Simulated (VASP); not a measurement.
Input:

```yaml
crystal:
  lattice:
    - [5.35380, 0.00000, 0.00000]
    - [-2.67690, 4.63653, 0.00000]
    - [0.00000, 0.00000, 8.75187]
  atoms:
    - { symbol: Cs, position: [0.33333, 0.66667, 0.25000] }
    - { symbol: Cs, position: [0.66667, 0.33333, 0.75000] }
```

Method: PBEsol GGA, VASP's PBE PAW potentials (set 64) (plane waves; VASP). Run with 400 eV cut-off, Gaussian smearing of 0.050 eV, potentials Cs_sv.

### Question
Give the energies of bands 9 to 12 at the high-symmetry points, in eV from the Fermi level.

### Answer

```json
[
 {"band": "9", "Γ": "-1.74", "M": "-0.02", "K": "0.62", "A": "-1.10", "L": "0.15", "H": "0.80"},
 {"band": "10", "Γ": "-0.06", "M": "0.35", "K": "0.62", "A": "-1.10", "L": "0.15", "H": "0.80"},
 {"band": "11", "Γ": "0.82", "M": "0.76", "K": "0.66", "A": "1.65", "L": "0.97", "H": "0.88"},
 {"band": "12", "Γ": "2.43", "M": "0.97", "K": "0.93", "A": "1.65", "L": "0.97", "H": "0.88"}
]
```

It has no gap at this level: it comes out as a metal or semimetal.

The structure was generated: Cs was put into the hcp type (P6_3/mmc), which need not be its known phase. It was relaxed first.
